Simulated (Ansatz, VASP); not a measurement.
## Cross-check of In2Se between VASP and Ansatz

Wanted: the spread between two codes on one cell, functional and k mesh. The cell is generated by rule, not measured, and may not be a known phase. The cell is taken from a series of runs on this material, whose earlier steps may have relaxed, scaled, displaced or heated it; both programs get it as it stands.

Calculated with Ansatz 0.2.0; plane waves, with VASP 6.6.1 beside it; single point at PBEsol.

The structure was built from a prototype and need not be the compound's stable phase.

## Step 1: The structure

The structure is cubic, space group Fm-3m (No. 225). Conventional cell: a = 7.272 Å, b = 7.272 Å, c = 7.272 Å, α = 90.00°, β = 90.00°, γ = 90.00°. Nearest to Se lie 8 In at 3.15 Å. Nearest to In lie 4 Se at 3.15 Å. Farther neighbours and most contacts between anions are not listed.

## Step 2: VASP: single point, PBEsol

With cell and atoms fixed, the geometry can't cause a difference; cores, projectors, grids and the points listed under the comparison can.

Lines of VASP's logs that name or quote its potential files are left out, and so is its time.

INCAR

```
SYSTEM = In2Se
PREC = Accurate
ENCUT = 500
EDIFF = 1E-06
NELM = 120
ISMEAR = 0
SIGMA = 0.1
LREAL = .FALSE.
ALGO = Normal
GGA = PS
NBANDS = 22
LORBIT = 11
LWAVE = .FALSE.
LCHARG = .FALSE.
ISIF = 2
LASPH = .TRUE.
GGA_COMPAT = .FALSE.
```

POSCAR

```
In2Se
1.0
    0.0000000000      3.6359200000      3.6359200000
    3.6359200000      0.0000000000      3.6359200000
    3.6359200000      3.6359200000      0.0000000000
Se In
1 2
Direct
    0.0000000000      0.0000000000      0.0000000000
    0.2500000000      0.2500000000      0.2500000000
    0.7500000000      0.7500000000      0.7500000000
```

KPOINTS

```
Automatic mesh
0
Gamma
4 4 4
0 0 0
```

PAW data sets: Se and In_d (PBE family, release 64).

Command:

```sh
$ mpirun -np 1 vasp_std
```

Numbers of over 12 decimals in the logs are rounded to 6 here.

The log of the run:

```text
[banner, memory and clock lines left out]
running    1 mpi-ranks, on    1 nodes
 distrk:  each k-point on    1 cores,    1 groups
 distr:  one band on    1 cores,    1 groups

 POSCAR found type information on POSCAR SeIn
 POSCAR found :  2 types and       3 ions
|                                                                             |
|               ----> ADVICE to this user running VASP <----                  |
|                                                                             |
|     You enforced a specific xc type in the INCAR file but a different       |
|     [... a line on the potential file left out ...]
|     I HOPE YOU KNOW WHAT YOU ARE DOING!                                     |
|                                                                             |

 LDA part: xc-table for (Slater+PW92), standard interpolation
 POSCAR, INCAR and KPOINTS ok, starting setup
 FFT: planning ... GRIDC
 FFT: planning ... GRID_SOFT
 FFT: planning ... GRID
 WAVECAR not read
 entering main loop
       N       E                     dE             d eps       ncg     rms          rms(c)
DAV:   1     0.255443729447E+03    0.25544E+03   -0.14847E+04   352   0.162E+03
DAV:   2     0.139134016615E+02   -0.24153E+03   -0.23500E+03   352   0.386E+02
DAV:   3    -0.922996312571E+01   -0.23143E+02   -0.21629E+02   472   0.128E+02
DAV:   4    -0.101986456232E+02   -0.96868E+00   -0.96528E+00   382   0.287E+01
DAV:   5    -0.102401451969E+02   -0.41500E-01   -0.41495E-01   536   0.534E+00    0.389E+00
DAV:   6    -0.992111629706E+01    0.31903E+00   -0.41906E-01   484   0.949E+00    0.248E+00
DAV:   7    -0.992454388219E+01   -0.34276E-02   -0.13332E-01   404   0.188E+00    0.118E+00
DAV:   8    -0.992233965644E+01    0.22042E-02   -0.10862E-02   496   0.803E-01    0.272E-01
DAV:   9    -0.992200448508E+01    0.33517E-03   -0.23526E-03   474   0.477E-01    0.968E-02
DAV:  10    -0.992225804611E+01   -0.25356E-03   -0.52136E-04   416   0.193E-01    0.243E-02
DAV:  11    -0.992233086366E+01   -0.72818E-04   -0.11311E-04   358   0.517E-02    0.146E-02
DAV:  12    -0.992233900701E+01   -0.81434E-05   -0.14275E-05   410   0.247E-02    0.859E-03
DAV:  13    -0.992233965452E+01   -0.64750E-06   -0.12795E-06   326   0.105E-02
   1 F= -.99223397E+01 E0= -.99183258E+01  d E =-.802768E-02
```

From OUTCAR (step 2):

```text
ion  position               nearest neighbor table
   1  0.000  0.000  0.000-   3 3.15   3 3.15   3 3.15   2 3.15   2 3.15   2 3.15   3 3.15   2 3.15

  LATTYP: Found a face centered cubic cell.
 ALAT       =     7.2718400000

 Subroutine GETGRP returns: Found 48 space group operations
 (whereof 48 operations were pure point group operations)

The static configuration has the point symmetry O_h .

 Found      8 irreducible k-points:

   k-points           NKPTS =      8   k-points in BZ     NKDIM =      8   number of bands    NBANDS=     22

   dimension x,y,z NGX =    40 NGY =   40 NGZ =   40
   dimension x,y,z NGXF=    80 NGYF=   80 NGZF=   80

   ENCUT  =  500.0 eV  36.75 Ry    6.06 a.u.   9.37  9.37  9.37*2*pi/ulx,y,z

   NELECT =      32.0000    total number of electrons

 k-points in reciprocal lattice and weights: Automatic mesh
   0.00000000  0.00000000  0.00000000       0.016
   0.25000000  0.00000000  0.00000000       0.125
   0.50000000  0.00000000  0.00000000       0.062
   0.25000000  0.25000000  0.00000000       0.094
   0.50000000  0.25000000  0.00000000       0.375
  -0.25000000  0.25000000  0.00000000       0.188
   0.50000000  0.50000000  0.00000000       0.047
  -0.25000000  0.50000000  0.25000000       0.094

 average (electrostatic) potential at core
       1 -53.9970       2 -96.6363       3 -96.6363

 E-fermi :   4.7318

 k-point     1 :       0.0000    0.0000    0.0000
  band No.  band energies     occupation
    ...
     12      -0.9307      2.00000
     13       1.8376      2.00000
     14       1.8376      2.00000
     15       1.8376      2.00000
     16       2.8544      2.00000
     17       4.8712      0.04874
     18       4.8712      0.04874
     19       4.8712      0.04874
     20       9.0373      0.00000
     21       9.0373      0.00000
    ...

 k-point     2 :       0.2500    0.0000    0.0000
  band No.  band energies     occupation
    ...
     12      -1.4773      2.00000
     13       0.8735      2.00000
     14       1.5722      2.00000
     15       1.5722      2.00000
     16       3.3289      2.00000
     17       5.4023      0.00000
     18       5.4023      0.00000
     19       6.7152      0.00000
     20       8.1408      0.00000
     21       8.1408      0.00000
    ...

 k-point     3 :       0.5000    0.0000    0.0000
  band No.  band energies     occupation
    ...
     11      -8.3949      2.00000
     12      -1.9614      2.00000
     13       0.0773      2.00000
     14       1.3714      2.00000
     15       1.3714      2.00000
     16       4.7947      0.37371
     17       5.5931      0.00000
     18       5.5931      0.00000
     19       7.0045      0.00000
     20       8.1958      0.00000
    ...

  Total       -0.3902578     -0.3902578     -0.3902578     -0.0000000      0.0000000     -0.0000000
  in kB       -6.5041308     -6.5041308     -6.5041308     -0.0000000      0.0000000     -0.0000000
  external PRESSURE =      -6.5041308 kB  Pullay stress =       0.0000000 kB

  energy-cutoff  :      500.00
  volume of cell :       96.13
      direct lattice vectors                 reciprocal lattice vectors
     0.000000000  3.635920000  3.635920000    -0.137516777  0.137516777  0.137516777
     3.635920000  0.000000000  3.635920000     0.137516777 -0.137516777  0.137516777
     3.635920000  3.635920000  0.000000000     0.137516777  0.137516777 -0.137516777

 POSITION                                       TOTAL-FORCE (eV/Angst)
 -----------------------------------------------------------------------------------
      0.00000      0.00000      0.00000        -0.000000     -0.000000     -0.000000
      1.81796      1.81796      1.81796        -0.000000     -0.000000     -0.000000
      5.45388      5.45388      5.45388         0.000000      0.000000      0.000000
 -----------------------------------------------------------------------------------
    total drift:                                0.000000     -0.000000      0.000000

  FREE ENERGIE OF THE ION-ELECTRON SYSTEM (eV)
  ---------------------------------------------------
  free  energy   TOTEN  =        -9.9223396545 eV

  energy  without entropy=       -9.9143119756  energy(sigma->0) =       -9.91832582

 total charge
# of ion       s       p       d       tot
------------------------------------------
    1        1.514   2.202   0.022   3.739
    2        1.107   0.313   9.845  11.265
    3        1.107   0.313   9.845  11.265
--------------------------------------------------
tot          3.729   2.828  19.713  26.269

[... 3 further parts left out ...]
```

The run ends at a pressure of -0.65 GPa.

## Step 3: Ansatz: single point, PBEsol

Ansatz runs on norm-conserving files, of PseudoDojo where its log says so.

The same cell, functional, mesh and smearing now go to Ansatz, which takes its cutoff from its data sets.

input.yaml

```yaml
crystal:
  lattice:
    - [0.0, 3.63592, 3.63592]
    - [3.63592, 0.0, 3.63592]
    - [3.63592, 3.63592, 0.0]
  atoms:
    - { symbol: Se, position: [0.0, 0.0, 0.0] }
    - { symbol: In, position: [0.25, 0.25, 0.25] }
    - { symbol: In, position: [0.75, 0.75, 0.75] }
kpoints:
  mp_grid: { grid: [4, 4, 4] }
hamiltonian:
  xc: pbesol
  pseudopotentials: { kind: nc }
scf:
  occupations: { method: gaussian, width: 0.1 }
output:
  forces: true
  stress: true
  eigenvalues: true
```

Command:

```sh
$ ansatz run input.yaml --threads 4 --pin off --max-ram 7168MiB --backend cpu --events-out ev --progress --plain --runs-dir out
```

The log of the run:

```text
Engine: ansatz 0.2.0, aarch64-unknown-linux-gnu
Pseudopotentials: kind: nc
Pseudopotential: Se, nc, valence charge 16, recommended cutoff 1170.089609 eV (normal), Se.nc.azcp (PseudoDojo's, or run here from an input of PseudoDojo's: the run reads no file of this project's for it)
Pseudopotential: In, nc, valence charge 13, recommended cutoff 952.398519 eV (normal), In.nc.azcp (PseudoDojo's, or run here from an input of PseudoDojo's: the run reads no file of this project's for it)
Functional definition: PBEsol
  exchange = pbesol_x
  correlation = pbesol_c
Crystal: 3 atoms, lattice volume = 96.133 Å³
Basis set: ecut = 1170.089609 eV, 8801 PW (Γ), exchange–correlation on 120×120×120 points (8 copies of the dense FFT grid, shifted against one another)
Bands: 26, of which v1, the nominal top of the filled ones, is band 21 counted from 1 (20 counted from 0)
Symmetry: 48 space group operations
Space group: Fm-3m (ITA 225), of the structure as read, at distance tolerance 4.6e-5 Å
k-points: 8 of 64
Non-local potential: Se, projectors of the file, l = 0: 2, l = 1: 2, l = 2: 2
Non-local potential: In, projectors of the file, l = 0: 2, l = 1: 2, l = 2: 2
Initial density: superposition of atomic densities (chi_scale 0.1, normalization cell, long waves kept (reshape's long-wave potential 0.00 eV rms))
Initial wavefunctions: pseudopotential atomic-orbital guess
Functional: x = pbesol(κ = 0.804, μ = 0.123457), c = pbesol(β = 0.046)
SCF iter   1: F=—  HF=-6904.757956 eV  |F-HF|=—  |Δ(HF+E_count)|=         —  Δρ=4.13e-2  dr2=3.12e0  ethr=3.10e-3  ⟨swp⟩=5.9  Hψ=869  notcnv=0
preconditioner: auto → LDOS  [insulator: Δε(μ)=0.520 eV  Ē_g=14.205 eV  σ=0.100 eV  W_gap=0.52  n_scr=14 (ndim 8)  ℏωp=21.4 eV  f_vac=0.055  D(μ)=1.56/eV (n_scr^D=8)  ε∞_Penn≈3.3  β→1.0]
SCF iter   2: F=—  HF=-6904.069587 eV  |F-HF|=—  |Δ(HF+E_count)|=   6.88e-1  Δρ=2.44e-2  dr2=1.12e0  ethr=3.10e-3  ⟨swp⟩=3.0  Hψ=505  notcnv=0  defer=6
preconditioner: auto → none  [insulator: Δε(μ)=0.252 eV  Ē_g=13.437 eV  σ=0.100 eV  W_gap=0.92  n_scr=14 (ndim 8)  ℏωp=21.4 eV  f_vac=0.071  D(μ)=0.42/eV (n_scr^D=0)  ε∞_Penn≈3.5  β→0.5]
SCF iter   3: F=—  HF=-6903.763538 eV  |F-HF|=—  |Δ(HF+E_count)|=   3.06e-1  Δρ=4.22e-3  dr2=9.62e-3  ethr=2.67e-3  ⟨swp⟩=2.9  Hψ=359  notcnv=0  defer=4
SCF iter   4: F=—  HF=-6903.761060 eV  |F-HF|=—  |Δ(HF+E_count)|=   2.48e-3  Δρ=8.62e-4  dr2=5.42e-4  ethr=2.29e-5  ⟨swp⟩=2.0  Hψ=397  notcnv=0  defer=4
SCF iter   5: F=—  HF=-6903.760918 eV  |F-HF|=—  |Δ(HF+E_count)|=   1.42e-4  Δρ=2.08e-4  dr2=2.04e-5  ethr=1.29e-6  ⟨swp⟩=2.1  Hψ=333  notcnv=0  defer=4
SCF iter   6: F=—  HF=-6903.761198 eV  |F-HF|=—  |Δ(HF+E_count)|=   2.80e-4  Δρ=5.75e-5  dr2=1.89e-6  ethr=4.86e-8  ⟨swp⟩=3.9  Hψ=525  notcnv=0  defer=4
SCF iter   7: F=-6903.761198 eV  HF=-6903.761198 eV  |F-HF|=5.39e-8  |Δ(HF+E_count)|=   5.87e-7  Δρ=1.06e-5  dr2=5.67e-8  ethr=2.38e-10  ⟨swp⟩=11.8  Hψ=1561  notcnv=0
SCF 1 converged in 7 iterations: F = -6903.761198 eV  dr2 = 5.67e-8
SCF converged after 7 iterations
Free energy (F): -6903.761198 eV
Harris-Foulkes:  -6903.761198 eV  (|F-HF|=5.39e-8)
Internal energy: -6903.753143 eV  (E = F + TS)
E sigma→0 (E₀):  -6903.757171 eV
Entropy (-TS):   -0.008056 eV (-2.685 meV/atom)
Fermi energy:    7.710461 eV
--- Per-component energies (eV) ---
  E_band       = -517.832760
  E_kinetic    = 4401.159625
  E_local      = -5646.019542  (includes V_loc(G=0)·N_el)
  E_nonlocal   = -2228.513797
  E_hartree    = 2020.155149
  E_xc         = -1728.813117
  E_vxc        = -1084.764848  (∫ρ·V_xc dr)
  E_ewald      = -3721.721461
  E_smearing   = -0.008056  (= −TS)
  E_closure    = 0.000000  (closes the sum)
  Σ components = -6903.761198   (vs F -6903.761198, Δ=0.00e0)
--- Forces (eV/Å), atoms counted from 1 ---
  atom   1  Se    -0.00000000     0.00000000     0.00000000
  atom   2  In     0.00000000    -0.00000000     0.00000000
  atom   3  In    -0.00000000    -0.00000000     0.00000000
  max |Σ_I F_I| component: 3.70e-17 eV/Å
--- Stress (GPa, compression-positive) ---
       -0.646593       0.000000      -0.000000
       -0.000000      -0.646593       0.000000
        0.000000       0.000000      -0.646593
  P = ⅓ Tr σ = -0.6466 GPa (-6.466 kbar)
--- Band table (eV; the first three rows and the last of 8) ---
  k-point 0: bands = [... 17 lower, 4.8176, 4.8176, 4.8176, 5.8303, 7.8538, 7.8538, 7.8538, 12.0215, ... 1 higher]
  k-point 1: bands = [... 17 lower, 3.8516, 4.5523, 4.5523, 6.3063, 8.3845, 8.3845, 9.6973, 11.1226, ... 1 higher]
  k-point 2: bands = [... 17 lower, 3.0548, 4.3514, 4.3514, 7.7712, 8.5743, 8.5743, 9.9857, 11.1722, ... 1 higher]
  k-point 7: bands = [... 17 lower, 1.6287, 3.3889, 6.5939, 6.5939, 7.7059, 8.4727, 11.1240, 11.1240, ... 1 higher]
```

Reading the cycles: dr2 is the Hartree energy of the density residual (eV), the measure of convergence; HF is the Harris–Foulkes estimate of the energy, which meets the free energy F at convergence.

The run ends at a pressure of -0.65 GPa.

## Step 4: Side by side

Known differences besides the potentials themselves: the data sets hold 42 valence electrons in Ansatz (on norm-conserving files, of PseudoDojo where its log says so) and 32 in VASP; the cutoff is 1170.09 eV in Ansatz and 500 eV in VASP. Total energies have different zeros and are not compared.

Compared:

| quantity | Ansatz | VASP | difference |
| --- | --- | --- | --- |
| pressure (GPa) | -0.65 | -0.65 | 0.00 |

## Step 5: Summary of results

| Item | Value |
| --- | --- |
| difference in pressure (single point, PBEsol) | 0.0038 GPa |

**Reading.** The difference in pressure is 0.0038 GPa (single point, PBEsol), within the 1 GPa picked in this series as the mark of a large difference. The data sets hold unlike numbers of valence electrons (42 in Ansatz and 32 in VASP), so part of the differences comes from the potentials. Such differences can come from data sets, numerical settings and the points named under the comparisons, not from the functional's error against experiment.

[Lines on the potential files, build, host, timing and source positions are cut from VASP's logs without a mark.]

[Logs are printed without paths, hosts, clocks, repeated set-up lines and the standing remarks that a program may print on its own settings, such as how far it seeks lower states.]

[Hosts, paths, dates, database ids (printed as entryN), source tags and the programs' standing remarks are cut or masked in the printed files.]
